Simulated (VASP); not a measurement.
YMg6Si: band structure with PBE+TS

Crystal: YMg6Si.

```
Y Si Mg
1.0
     5.08297    0.00000    0.00000
     0.00000    3.03137    5.84089
     0.00000   -3.03137    5.84089
Y Si Mg
1 1 6
Direct
  0.49573 0.18460 0.17093
  0.49318 0.65696 0.66998
  0.00220 0.81821 0.83123
  0.99851 0.32968 0.35456
  0.01157 0.32973 0.82486
  0.99247 0.83352 0.32328
  0.49105 0.17305 0.67774
  0.49283 0.67176 0.16957
```

The cell comes from a database or a generator and needn't be the stable form of this composition.

The cell isn't the ideal one: atoms moved at random, drawn with an rms of 0.05 Å.

| Item | Value |
| --- | --- |
| Program | VASP 6.6.1 |
| Task | band structure |
| Functional | PBE |
| Dispersion | TS |
| Potentials or basis | VASP PAW PBE potentials, release 54 (Y_sv, Si, Mg) |
| Cutoff | 520 eV |
| k mesh | 5 × 5 × 5 |
| Occupations | methfessel-paxton, width 0.2 eV |
| Spin | no spin polarisation |
| Further INCAR settings | ALGO = Normal; EDIFF = 1e-06 |

```json
{
  "Band gap along the path": "none (metal or under the smearing width)",
  "Dispersion energy per atom": "-0.483 eV"
}
```

Levels at the corners of the path, in eV from the Fermi level:
```tsv
point	band 11	band 12	band 13	band 14	band 15	band 16
Γ	-2.08	-1.73	-0.78	0.39	0.66	1.00
X	-1.63	-0.68	-0.67	0.37	0.49	0.63
X	-1.63	-0.68	-0.67	0.37	0.49	0.63
S	-1.15	-0.97	-0.05	0.08	0.31	0.65
S	-1.15	-0.97	-0.05	0.08	0.31	0.65
R	-2.55	-1.93	-0.79	0.59	1.40	1.61
R	-2.55	-1.93	-0.79	0.59	1.40	1.61
A	-1.26	-0.71	-0.33	-0.21	0.64	1.01
A	-1.26	-0.71	-0.33	-0.21	0.64	1.01
Z	-1.59	-1.29	-0.87	-0.82	-0.78	-0.36
Z	-1.59	-1.29	-0.87	-0.82	-0.78	-0.36
Γ	-2.08	-1.73	-0.78	0.39	0.66	1.00
Γ	-2.08	-1.73	-0.78	0.39	0.66	1.00
Y	-1.08	-0.77	-0.37	0.16	0.43	0.52
Y	-1.08	-0.77	-0.37	0.16	0.43	0.52
X1	-1.63	-0.68	-0.67	0.37	0.49	0.63
X1	-1.63	-0.68	-0.67	0.37	0.49	0.63
A1	-1.26	-0.71	-0.33	-0.21	0.64	1.01
A1	-1.26	-0.71	-0.33	-0.21	0.64	1.01
T	-1.72	-1.61	0.22	0.68	0.99	1.15
T	-1.72	-1.61	0.22	0.68	0.99	1.15
Y	-1.08	-0.77	-0.37	0.16	0.43	0.52
Z	-1.59	-1.29	-0.87	-0.82	-0.78	-0.36
T	-1.72	-1.61	0.22	0.68	0.99	1.15
```

Wall time 6.6 min on 1 thread of Intel(R) Xeon(R) 6975P-C (Granite Rapids) (shared host), peak memory 0.85 GiB.

Caveat: the log is that of the step along the path at fixed density, whose energy, stress, charges and moments have no meaning; atom-pairwise D2, TS and ULG terms overbind metals.
